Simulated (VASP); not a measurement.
VASP input:

**KPOINTS**
```
kpoints
0
G
 9 9 9
```

### POSCAR
```
CaO
4.9299320
  0.0000000000   0.5000000486   0.5000000486
  0.5000000486   0.0000000000   0.5000000486
  0.5000000486   0.5000000486   0.0000000000
Ca O
1 1
Cart
  0.0000000000   0.0000000000   0.0000000000
  0.5000000486   0.5000000486   0.5000000486
```

INCAR:
```
ALGO=Normal
EDIFF=1E-7
ENCUT=520
GGA=RE
ISIF=2
ISMEAR=0
LASPH=.True.
LCHARG=.False.
LREAL=.False.
LWAVE=.False.
NELM=100
PREC=Accurate
SIGMA=0.05
SYSTEM=CaO
```

POTCAR, in this order: Ca_sv O (PBE.64 set). Program: vasp_std.

### Question
Write an equivalent input for Quantum ESPRESSO's pw.x.

### Answer
One equivalent input (not run):
```
&CONTROL
  calculation = 'scf'
  pseudo_dir = './pseudo'
  outdir = './out'
  tprnfor = .true.
  tstress = .true.
/
&SYSTEM
  ibrav = 0
  nat = 2
  ntyp = 2
  ecutwfc = 84
  occupations = 'smearing'
  smearing = 'gaussian'
  degauss = 0.003675
  input_dft = 'revpbe'
/
&ELECTRONS
  conv_thr = 7.3e-09
  electron_maxstep = 100
/
ATOMIC_SPECIES
  Ca 40.078 Ca.upf
  O 15.999 O.upf
CELL_PARAMETERS angstrom
     0.0000000    2.4649662    2.4649662
     2.4649662    0.0000000    2.4649662
     2.4649662    2.4649662    0.0000000
ATOMIC_POSITIONS crystal
  Ca   0.0000000  0.0000000  0.0000000
  O    0.5000000  0.5000000  0.5000000
K_POINTS automatic
  9 9 9 0 0 0
```
What does not carry over: the potentials are each code's own (VASP's PAW set, PseudoDojo norm-conserving files in pw.x), so ENCUT and ecutwfc are chosen apart and not converted; conv_thr bounds pw.x's estimated SCF error, while EDIFF bounds the energy change between steps.

The compound is CaO in the rock salt structure. This cell is one point of a volume scan, at 1.03 of the reference volume.
